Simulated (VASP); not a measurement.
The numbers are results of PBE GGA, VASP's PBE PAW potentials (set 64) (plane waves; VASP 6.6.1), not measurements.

A VASP calculation is set up with these files.

File POSCAR:
```
Al35GeN35
1.0
  4.6932676572  -8.1289780179   0.0000000000
  4.6932676572   8.1289780179   0.0000000000
  0.0000000000   0.0000000000  10.0192026156
Al N Ge
35 35 1
direct
  0.2222220000   0.1111110000   0.2500000000
  0.1111110000   0.2222220000   0.0000000000
  0.2222220000   0.1111110000   0.7500000000
  0.1127410000   0.2249590000   0.4954810000
  0.2186180000   0.4470210000   0.2466110000
  0.1111110000   0.5555560000   0.0000000000
  0.2229840000   0.4395760000   0.7473750000
  0.1112370000   0.5591770000   0.5019600000
  0.2222220000   0.7777780000   0.2500000000
  0.1111110000   0.8888890000   0.0000000000
  0.2222220000   0.7777780000   0.7500000000
  0.1111110000   0.8888890000   0.5000000000
  0.5555560000   0.1111110000   0.2500000000
  0.4444440000   0.2222220000   0.0000000000
  0.5555560000   0.1111110000   0.7500000000
  0.4444440000   0.2222220000   0.5000000000
  0.5555560000   0.4444440000   0.2500000000
  0.4444440000   0.5555560000   0.0000000000
  0.5555560000   0.4444440000   0.7500000000
  0.5555560000   0.7777780000   0.2500000000
  0.4444440000   0.8888890000   0.0000000000
  0.5555560000   0.7777780000   0.7500000000
  0.4444440000   0.8888890000   0.5000000000
  0.8888890000   0.1111110000   0.2500000000
  0.7777780000   0.2222220000   0.0000000000
  0.8888890000   0.1111110000   0.7500000000
  0.7777780000   0.2222220000   0.5000000000
  0.8888890000   0.4444440000   0.2500000000
  0.7777780000   0.5555560000   0.0000000000
  0.8888890000   0.4444440000   0.7500000000
  0.7777780000   0.5555560000   0.5000000000
  0.8888890000   0.7777780000   0.2500000000
  0.7777780000   0.8888890000   0.0000000000
  0.8888890000   0.7777780000   0.7500000000
  0.7777780000   0.8888890000   0.5000000000
  0.2152950000   0.1094870000   0.4420950000
  0.1146720000   0.2207310000   0.1894460000
  0.2222220000   0.1111110000   0.9410000000
  0.1042570000   0.2203500000   0.6906080000
  0.1059130000   0.5507890000   0.1876520000
  0.2222220000   0.4444440000   0.9410000000
  0.1091800000   0.5531680000   0.6958670000
  0.2255860000   0.7806110000   0.4360490000
  0.1111110000   0.8888890000   0.1910000000
  0.2222220000   0.7777780000   0.9410000000
  0.1111110000   0.8888890000   0.6910000000
  0.5555560000   0.1111110000   0.4410000000
  0.4444440000   0.2222220000   0.1910000000
  0.5555560000   0.1111110000   0.9410000000
  0.4444440000   0.2222220000   0.6910000000
  0.5585230000   0.4448180000   0.4398790000
  0.4422270000   0.5497840000   0.1935610000
  0.5555560000   0.4444440000   0.9410000000
  0.4475080000   0.5547260000   0.6898080000
  0.5601990000   0.7826220000   0.4434220000
  0.4444440000   0.8888890000   0.1910000000
  0.5555560000   0.7777780000   0.9410000000
  0.4444440000   0.8888890000   0.6910000000
  0.8888890000   0.1111110000   0.4410000000
  0.7777780000   0.2222220000   0.1910000000
  0.8888890000   0.1111110000   0.9410000000
  0.7777780000   0.2222220000   0.6910000000
  0.8888890000   0.4444440000   0.4410000000
  0.7777780000   0.5555560000   0.1910000000
  0.8888890000   0.4444440000   0.9410000000
  0.7777780000   0.5555560000   0.6910000000
  0.8888890000   0.7777780000   0.4410000000
  0.7777780000   0.8888890000   0.1910000000
  0.8888890000   0.7777780000   0.9410000000
  0.7777780000   0.8888890000   0.6910000000
  0.4423990000   0.5489030000   0.4990630000
```

### KPOINTS
```
Automatic mesh
0
Gamma
1 1 1
0 0 0
```

### INCAR
```
SYSTEM = Al35GeN35
PREC = Normal
ENCUT = 400
EDIFF = 1E-5
NELM = 100
ALGO = Fast
LREAL = Auto
LASPH = .TRUE.
ISMEAR = 0
SIGMA = 0.05
GGA = PE
LMAXMIX = 4
LWAVE = .TRUE.
LCHARG = .FALSE.
NELMIN = 4
ISYM = 0
IBRION = 2
ISIF = 2
NSW = 70
EDIFFG = -0.03
```

POTCAR, in this order: Al N Ge (PBE.64 set). Program: vasp_gam.

The resulting files:

File OUTCAR:
```
 ion  position               nearest neighbor table
   1  0.222  0.111  0.250-  37 1.87  48 1.90  44 1.90  36 1.93   4 3.06   2 3.09  14 3.09  16 3.09
                            10 3.09  12 3.09   9 3.13  24 3.13  32 3.13  17 3.13  13 3.13   5 3.17
   2  0.111  0.222  0.000-  37 1.90  38 1.90  41 1.90  61 1.90   5 3.07   7 3.09   1 3.09   3 3.09
                            24 3.09  26 3.09  14 3.13  25 3.13  10 3.13  33 3.13  18 3.13   6 3.13
   3  0.222  0.111  0.750-  50 1.90  46 1.90  38 1.91  39 1.94   7 3.08   2 3.09  14 3.09  16 3.09
                            10 3.09  12 3.09  11 3.13  26 3.13  34 3.13  19 3.13  15 3.13   4 3.13
   4  0.113  0.225  0.495-  36 1.85  59 1.90  39 1.96   1 3.06  24 3.06  71 3.07   7 3.07   5 3.08
                            16 3.13   3 3.13  27 3.13  26 3.13   8 3.14  12 3.15  35 3.15
   5  0.219  0.447  0.247-  40 1.86  52 1.90  37 1.93   6 3.03   2 3.07  18 3.08   4 3.08  28 3.08
                             9 3.09  71 3.12   8 3.12  24 3.12  20 3.13   1 3.17  17 3.18
   6  0.111  0.556  0.000-  40 1.88  45 1.90  65 1.90  41 1.90   5 3.03   9 3.09  11 3.09  28 3.09
                            30 3.09  10 3.13  18 3.13  29 3.13  21 3.13  25 3.13   2 3.13   7 3.14
   7  0.223  0.440  0.747-  39 1.87  54 1.91  42 1.92  41 1.94  71 3.06   4 3.07   3 3.08   2 3.09
                             8 3.10  19 3.10  18 3.11  26 3.11   6 3.14  22 3.15  30 3.16  11 3.18
   8  0.111  0.559  0.502-  63 1.91  43 1.92  42 1.94  11 3.06  30 3.07   9 3.09  12 3.10   7 3.10
                            28 3.10  23 3.11  31 3.11   5 3.12   4 3.14  27 3.15
   9  0.222  0.778  0.250-  43 1.86  44 1.90  56 1.90  40 1.95   8 3.09   5 3.09  10 3.09  12 3.09
                            21 3.09  23 3.09   6 3.09   1 3.13  32 3.13  28 3.13  13 3.13  20 3.13
  10  0.111  0.889  0.000-  45 1.90  38 1.90  69 1.90  44 1.91   9 3.09  11 3.09   1 3.09   3 3.09
                            32 3.09  34 3.09   6 3.13  21 3.13  33 3.13   2 3.13  29 3.13  14 3.13
  11  0.222  0.778  0.750-  46 1.90  58 1.90  42 1.90  45 1.91   8 3.06  10 3.09  12 3.09  21 3.09
                            23 3.09   6 3.09   3 3.13  34 3.13  30 3.13  15 3.13  22 3.13   7 3.18
  12  0.111  0.889  0.500-  36 1.89  67 1.90  46 1.91  43 1.92   9 3.09  11 3.09   1 3.09   3 3.09
                            32 3.09  34 3.09   8 3.10  23 3.13  35 3.13  31 3.13  16 3.13   4 3.15
...
```

**OSZICAR**
```
...
RMM:   3    -0.517472775876E+03    0.80496E-03   -0.32031E-02   357   0.411E-01    0.220E-01
RMM:   4    -0.517471909236E+03    0.86664E-03   -0.97865E-03   356   0.206E-01    0.640E-02
RMM:   5    -0.517472067117E+03   -0.15788E-03   -0.17579E-03   384   0.816E-02    0.444E-02
RMM:   6    -0.517472084100E+03   -0.16983E-04   -0.22460E-04   368   0.331E-02    0.209E-02
RMM:   7    -0.517472088046E+03   -0.39453E-05   -0.46061E-05   275   0.148E-02
   8 F= -.51747209E+03 E0= -.51747209E+03  d E =-.507678E-01
       N       E                     dE             d eps       ncg     rms          rms(c)
DAV:   1    -0.517473556507E+03   -0.14724E-02   -0.13539E+00   392   0.302E+00    0.187E-01
RMM:   2    -0.517474946663E+03   -0.13902E-02   -0.21257E-02   356   0.329E-01    0.958E-02
RMM:   3    -0.517474882275E+03    0.64388E-04   -0.25973E-03   357   0.117E-01    0.604E-02
RMM:   4    -0.517474817764E+03    0.64511E-04   -0.78688E-04   356   0.586E-02    0.180E-02
RMM:   5    -0.517474830889E+03   -0.13125E-04   -0.14293E-04   361   0.233E-02    0.126E-02
RMM:   6    -0.517474832307E+03   -0.14189E-05   -0.17534E-05   222   0.931E-03
   9 F= -.51747483E+03 E0= -.51747483E+03  d E =-.535121E-01
       N       E                     dE             d eps       ncg     rms          rms(c)
DAV:   1    -0.517489244502E+03   -0.14414E-01   -0.94006E+00   356   0.798E+00    0.518E-01
RMM:   2    -0.517499522579E+03   -0.10278E-01   -0.15494E-01   356   0.895E-01    0.274E-01
RMM:   3    -0.517499167002E+03    0.35558E-03   -0.18836E-02   358   0.316E-01    0.176E-01
RMM:   4    -0.517498645997E+03    0.52100E-03   -0.58063E-03   356   0.162E-01    0.522E-02
RMM:   5    -0.517498724410E+03   -0.78413E-04   -0.99173E-04   386   0.635E-02    0.357E-02
RMM:   6    -0.517498735528E+03   -0.11118E-04   -0.14041E-04   367   0.262E-02    0.176E-02
RMM:   7    -0.517498737098E+03   -0.15695E-05   -0.26875E-05   236   0.119E-02
  10 F= -.51749874E+03 E0= -.51749874E+03  d E =-.239048E-01
       N       E                     dE             d eps       ncg     rms          rms(c)
DAV:   1    -0.517498738113E+03   -0.25846E-05   -0.15242E-05   280   0.102E-02    0.345E-03
RMM:   2    -0.517498738183E+03   -0.69997E-07   -0.23733E-06   208   0.370E-03    0.243E-03
RMM:   3    -0.517498738198E+03   -0.15487E-07   -0.38812E-07   119   0.177E-03    0.142E-03
RMM:   4    -0.517498738205E+03   -0.70777E-08   -0.10313E-07    75   0.149E-03
  11 F= -.51749874E+03 E0= -.51749874E+03  d E =-.239059E-01
       N       E                     dE             d eps       ncg     rms          rms(c)
DAV:   1    -0.517505943912E+03   -0.72057E-02   -0.22480E+00   356   0.393E+00    0.254E-01
RMM:   2    -0.517508258080E+03   -0.23142E-02   -0.36030E-02   356   0.439E-01    0.132E-01
RMM:   3    -0.517508206738E+03    0.51341E-04   -0.45049E-03   358   0.157E-01    0.844E-02
RMM:   4    -0.517508108246E+03    0.98493E-04   -0.13476E-03   356   0.786E-02    0.262E-02
RMM:   5    -0.517508128335E+03   -0.20089E-04   -0.23950E-04   385   0.313E-02    0.184E-02
RMM:   6    -0.517508131260E+03   -0.29251E-05   -0.35116E-05   246   0.133E-02
  12 F= -.51750813E+03 E0= -.51750813E+03  d E =-.939306E-02
       N       E                     dE             d eps       ncg     rms          rms(c)
DAV:   1    -0.517508411390E+03   -0.28306E-03   -0.12861E-01   408   0.938E-01    0.605E-02
RMM:   2    -0.517508544174E+03   -0.13278E-03   -0.20628E-03   356   0.105E-01    0.318E-02
RMM:   3    -0.517508542197E+03    0.19769E-05   -0.26473E-04   358   0.380E-02    0.204E-02
RMM:   4    -0.517508537321E+03    0.48763E-05   -0.78156E-05   338   0.190E-02
  13 F= -.51750854E+03 E0= -.51750854E+03  d E =-.979912E-02
       N       E                     dE             d eps       ncg     rms          rms(c)
DAV:   1    -0.517511900812E+03   -0.33586E-02   -0.16615E+00   356   0.338E+00    0.208E-01
RMM:   2    -0.517513702236E+03   -0.18014E-02   -0.25625E-02   356   0.371E-01    0.106E-01
RMM:   3    -0.517513669081E+03    0.33154E-04   -0.31275E-03   358   0.132E-01    0.685E-02
RMM:   4    -0.517513588935E+03    0.80147E-04   -0.99648E-04   356   0.666E-02    0.212E-02
RMM:   5    -0.517513605974E+03   -0.17039E-04   -0.19112E-04   389   0.267E-02    0.155E-02
RMM:   6    -0.517513607735E+03   -0.17605E-05   -0.21724E-05   227   0.108E-02
  14 F= -.51751361E+03 E0= -.51751361E+03  d E =-.507041E-02
       N       E                     dE             d eps       ncg     rms          rms(c)
DAV:   1    -0.517513729721E+03   -0.12375E-03   -0.85718E-02   408   0.769E-01    0.471E-02
RMM:   2    -0.517513822673E+03   -0.92952E-04   -0.13225E-03   356   0.842E-02    0.241E-02
RMM:   3    -0.517513821251E+03    0.14216E-05   -0.16441E-04   358   0.302E-02    0.157E-02
RMM:   4    -0.517513817531E+03    0.37204E-05   -0.51842E-05   296   0.153E-02
  15 F= -.51751382E+03 E0= -.51751382E+03  d E =-.528021E-02
       N       E                     dE             d eps       ncg     rms          rms(c)
DAV:   1    -0.517514817019E+03   -0.99577E-03   -0.12385E+00   356   0.292E+00    0.181E-01
RMM:   2    -0.517516110517E+03   -0.12935E-02   -0.19625E-02   356   0.325E-01    0.934E-02
RMM:   3    -0.517516052356E+03    0.58161E-04   -0.24331E-03   357   0.116E-01    0.608E-02
RMM:   4    -0.517515990033E+03    0.62322E-04   -0.84510E-04   356   0.599E-02    0.189E-02
RMM:   5    -0.517516005402E+03   -0.15368E-04   -0.17013E-04   380   0.244E-02    0.138E-02
RMM:   6    -0.517516006863E+03   -0.14617E-05   -0.17984E-05   224   0.961E-03
  16 F= -.51751601E+03 E0= -.51751601E+03  d E =-.218933E-02
       N       E                     dE             d eps       ncg     rms          rms(c)
DAV:   1    -0.517516044627E+03   -0.39226E-04   -0.25169E-02   392   0.417E-01    0.259E-02
RMM:   2    -0.517516071029E+03   -0.26402E-04   -0.39648E-04   356   0.462E-02    0.134E-02
RMM:   3    -0.517516069747E+03    0.12823E-05   -0.46973E-05   285   0.161E-02    0.875E-03
RMM:   4    -0.517516068157E+03    0.15902E-05   -0.14915E-05   213   0.809E-03
  17 F= -.51751607E+03 E0= -.51751607E+03  d E =-.225063E-02
       N       E                     dE             d eps       ncg     rms          rms(c)
DAV:   1    -0.517516620421E+03   -0.55067E-03   -0.38500E-01   356   0.163E+00    0.100E-01
RMM:   2    -0.517517016431E+03   -0.39601E-03   -0.58201E-03   356   0.177E-01    0.509E-02
RMM:   3    -0.517516998724E+03    0.17707E-04   -0.68528E-04   356   0.627E-02    0.319E-02
RMM:   4    -0.517516982220E+03    0.16504E-04   -0.22901E-04   356   0.317E-02    0.102E-02
RMM:   5    -0.517516985917E+03   -0.36969E-05   -0.40598E-05   258   0.128E-02
  18 F= -.51751699E+03 E0= -.51751699E+03  d E =-.917760E-03
       N       E                     dE             d eps       ncg     rms          rms(c)
DAV:   1    -0.517516987947E+03   -0.57267E-05   -0.80229E-04   376   0.743E-02    0.551E-03
RMM:   2    -0.517516989012E+03   -0.10651E-05   -0.14741E-05   214   0.919E-03    0.348E-03
RMM:   3    -0.517516989050E+03   -0.38459E-07   -0.20793E-06   198   0.343E-03    0.235E-03
RMM:   4    -0.517516989029E+03    0.20873E-07   -0.35387E-07   106   0.175E-03
  19 F= -.51751699E+03 E0= -.51751699E+03  d E =-.920872E-03
       N       E                     dE             d eps       ncg     rms          rms(c)
DAV:   1    -0.517517197395E+03   -0.20835E-03   -0.14026E-01   356   0.982E-01    0.614E-02
RMM:   2    -0.517517354323E+03   -0.15693E-03   -0.22933E-03   356   0.111E-01    0.324E-02
RMM:   3    -0.517517348361E+03    0.59619E-05   -0.27178E-04   358   0.390E-02    0.208E-02
RMM:   4    -0.517517340960E+03    0.74008E-05   -0.91763E-05   342   0.202E-02
  20 F= -.51751734E+03 E0= -.51751734E+03  d E =-.351931E-03
```

### OUTCAR
```
------------------------ aborting loop because EDIFF is reached ----------------------------------------
  FORCE on cell =-STRESS in cart. coord.  units (eV):
  Direction    XX          YY          ZZ          XY          YZ          ZX
  --------------------------------------------------------------------------------------
  Total       -6.8526061    -11.0874049    -16.0041936     -4.1091876     -3.5166340      6.0579194
  in kB      -14.3612395    -23.2362512    -33.5405323     -8.6117641     -7.3699293     12.6957876
  external PRESSURE =     -23.7126743 kB  Pullay stress =       0.0000000 kB
  volume of cell :      764.49
      direct lattice vectors                 reciprocal lattice vectors
     4.693267657 -8.128978018  0.000000000     0.106535582 -0.061508347  0.000000000
     4.693267657  8.128978018  0.000000000     0.106535582  0.061508347  0.000000000
     0.000000000  0.000000000 10.019202616     0.000000000  0.000000000  0.099808342
  FREE ENERGIE OF THE ION-ELECTRON SYSTEM (eV)
  ---------------------------------------------------
  free  energy   TOTEN  =      -517.5173409598 eV

  energy  without entropy=     -517.5173409598  energy(sigma->0) =     -517.51734096

 reached required accuracy - stopping structural energy minimisation
```
(Selected blocks of OUTCAR.)

**CONTCAR**
```
Al35GeN35
   1.00000000000000
     4.6932676571999998   -8.1289780178999997    0.0000000000000000
     4.6932676571999998    8.1289780178999997    0.0000000000000000
     0.0000000000000000    0.0000000000000000   10.0192026155999994
  Al              N               Ge
    35    35     1
Direct
     0.2208814433377545    0.1109806242909293    0.2477446291326694
     0.1104058019960611    0.2213395097129927    0.9968690713666010
     0.2243402181186703    0.1136768885026958    0.7463603651957397
     0.1082097254194573    0.2300128006838867    0.4908794596245424
     0.2058745976252147    0.4363338019738990    0.2495643841380997
     0.1103808563902710    0.5556384698544465    0.9967556784004635
     0.2287894079174476    0.4475519213322396    0.7496354502532191
     0.1079550863825184    0.5447245314296811    0.4906282176846976
     0.2207555635116655    0.7764197721951439    0.2476957619890699
     0.1119853529916765    0.8893071747335055    0.9981305888983037
     0.2242699818268908    0.7771341637461977    0.7463139542529721
     0.1121752431126329    0.8893826211051445    0.4985015883552693
     0.5536546119724312    0.1099406170246418    0.2498985438870856
     0.4441904350271793    0.2212813099420905    0.0006776815206179
     0.5562981320848926    0.1113796589211516    0.7493673789532126
     0.4443575269160354    0.2233116595613421    0.4999448109927204
     0.5520540348611824    0.4442205460262688    0.2497795920469346
     0.4433040655587090    0.5548544370697769    0.0005224786952006
     0.5637115238532303    0.4450459472622094    0.7568996100322977
     0.5519002099411457    0.7740274108495051    0.2498706268911381
     0.4440808101268183    0.8892794036021018    0.0006521185822581
     0.5635374525172657    0.7848884490604333    0.7569040882306785
     0.4442521549383063    0.8871822600312245    0.5000031944984434
     0.8854448270594453    0.1087741676538006    0.2493945469185371
     0.7777692182182100    0.2221150250873804    0.9982587556687615
     0.8923341071723988    0.1143825186792918    0.7472088804788474
     0.7750471762518846    0.2206852265007400    0.4987317272950002
     0.8853124792817467    0.4430847185486779    0.2492594395384413
     0.7794894425284064    0.5559320926492534    0.0013131795257524
     0.8924405255992663    0.4444214640392400    0.7471185618515682
     0.7795323690912139    0.5579760191981105    0.5014333988028709
     0.8884680694138388    0.7774598280235266    0.2497047719351806
     0.7793960980985919    0.8900450727468439    0.0014301467334778
     0.8920120713553242    0.7792839593645405    0.7504985563715285
     0.7793827960685573    0.8877473563708557    0.5014199189382351
     0.2222843587408932    0.1157920695455516    0.4392127662930121
     0.1057598811368392    0.2158752463619788    0.1864113961476953
     0.2226727957631751    0.1116715401602289    0.9382484772500291
     0.1150671555773322    0.2279123265158856    0.6850497589276417
     0.1056076663331360    0.5564463509426086    0.1862441046538229
     0.2216389737202905    0.4440986558916097    0.9405974797044422
     0.1152386125748865    0.5536277608084451    0.6848941866170299
     0.2222440017873636    0.7730764775245680    0.4391992641364475
     0.1108276847769328    0.8887112794866501    0.1901473788622825
     0.2225921544071266    0.7775465935026737    0.9381747846426525
     0.1141352123809889    0.8903503703895115    0.6893889906581203
     0.5524315089280681    0.1092421252579763    0.4412555143410216
     0.4430995864369121    0.2213474150792742    0.1917085576555138
     0.5551774811118365    0.1107751503254127    0.9407477807586128
     0.4474170169293080    0.2249583619214283    0.6911994266805658
     0.5589161240432402    0.4457347585754020    0.4414811589516281
     0.4344025434345458    0.5503280885719730    0.1951035393938698
     0.5572894878768654    0.4435589081697762    0.9471042474462896
     0.4604125543858359    0.5634147745865473    0.7133387952107904
     0.5584519570060824    0.7788004320149405    0.4416806955174484
     0.4429700033001895    0.8879614137376779    0.1917105982113037
     0.5571865142201771    0.7801245755821743    0.9471074594496106
     0.4473864905045071    0.8888658951914616    0.6912380656210478
     0.8826126157940803    0.1063119539818606    0.4407404969097182
     0.7756830262899214    0.2210368354711071    0.1900182264725218
     0.8889945265624721    0.1112465903550236    0.9386467073278506
     0.7781071387759821    0.2222530760440264    0.6900237050743385
     0.8825166279107522    0.4425551638227630    0.4406188561347705
     0.7751794265449101    0.5554110077791156    0.1919806313130052
     0.8889981322412136    0.4442319173561708    0.9385704037567681
     0.7827393069890860    0.5573655804377041    0.6921708312086143
     0.8909043109157507    0.7786541404053468    0.4412330520593080
     0.7751379132854564    0.8862671200160875    0.1921579313743449
     0.8896068486931995    0.7780970417090123    0.9415909475291842
     0.7825462121549415    0.8917510988377312    0.6921492237258383
     0.4288897318993413    0.5470534758665327    0.5133604023024696
```

### OUTCAR
```
 val. band max:        8.5012448238   @ k =   0.0000   0.0000   0.0000

 cond. band min:       9.9844436138   @ k =   0.0000   0.0000   0.0000


 Fermi energy:         8.7976386226

 k-point     1 :       0.0000    0.0000    0.0000
  band No.  band energies     occupation
      1      -9.1555      2.00000
      2      -8.3091      2.00000
      3      -8.2816      2.00000
      4      -8.0471      2.00000
      5      -7.9683      2.00000
      6      -7.9483      2.00000
      7      -7.9347      2.00000
      8      -7.9339      2.00000
      9      -7.8035      2.00000
     10      -7.3929      2.00000
     11      -7.3466      2.00000
     12      -7.3241      2.00000
     13      -7.3119      2.00000
     14      -7.3084      2.00000
     15      -7.3039      2.00000
     16      -7.2999      2.00000
     17      -7.2970      2.00000
     18      -7.2904      2.00000
     19      -7.2881      2.00000
     20      -7.2784      2.00000
     21      -7.0842      2.00000
     22      -6.9886      2.00000
     23      -6.7449      2.00000
     24      -6.7338      2.00000
     25      -6.7087      2.00000
     26      -6.6846      2.00000
     27      -6.6709      2.00000
     28      -6.6565      2.00000
     29      -6.6425      2.00000
     30      -6.6008      2.00000
     31      -6.5615      2.00000
     32      -6.5528      2.00000
     33      -6.5489      2.00000
     34      -6.5360      2.00000
     35      -6.5350      2.00000
     36      -0.7791      2.00000
     37       0.0825      2.00000
     38       0.8467      2.00000
     39       1.0809      2.00000
     40       1.0976      2.00000
     41       1.1341      2.00000
     42       1.1601      2.00000
     43       1.1681      2.00000
     44       1.1772      2.00000
     45       1.1859      2.00000
     46       1.1943      2.00000
     47       1.2007      2.00000
     48       1.2291      2.00000
     49       1.2359      2.00000
     50       1.2535      2.00000
     51       1.2593      2.00000
...
```

At this cut-off the stress carries a Pulay error, which pulls relaxed volumes low. The supercell is sampled at Γ alone, which is coarse: total energies, pressure and levels can be off, energies of defects by several tenths of an eV.

The cell is a supercell with a defect, built from AlN (wurtzite): Ge_Al-vac_N. The run is not spin-polarised, so no state with unpaired spins was tried.
